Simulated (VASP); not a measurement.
Input:

```xyz
3
Lattice="1.6791 0.9694 6.5011 -1.6791 0.9694 6.5011 0.0000 -1.9388 6.5011" Properties=species:S:1:pos:R:3 pbc="T T T"
Re     0.0139     0.0337     0.0366
Se     0.0316     0.0229    14.6156
Se    -0.0456    -0.0566    11.3515
```

Calculation: PBE GGA, VASP's PBE PAW potentials (set 64) (plane waves; VASP). Numerical set-up: 300 eV cut-off, 4×4×4 Γ-centred mesh, Gaussian smearing of 0.10 eV, potentials Re Se.

At this cut-off the stress carries a Pulay error, which pulls relaxed volumes low.

Task: Which forces act on the atoms, in eV/Å?

Result: 
| atom | Fx | Fy | Fz |
|---|---|---|---|
| Re1 | -0.274 | -0.651 | -0.744 |
| Se2 | -0.158 | 0.099 | 0.484 |
| Se3 | 0.432 | 0.552 | 0.260 |

Task: Give the stress tensor in GPa (positive for a compressed cell).

Result: 
```
 1.32   0.36  -2.40
 0.36  -1.23  -1.90
-2.40  -1.90   1.47
```
The pressure is its mean diagonal, 0.52 GPa.

The structure was generated: ReSe2 was put into an ordered model structure, which need not be its known phase. The cell was not relaxed at this level, atoms are displaced from their ideal sites. The k-mesh is coarse (spacing up to 0.55 per Å, 2π included), so the numbers may not be converged in it. The electron count is odd and the run is not spin-polarised, which forces a metal.
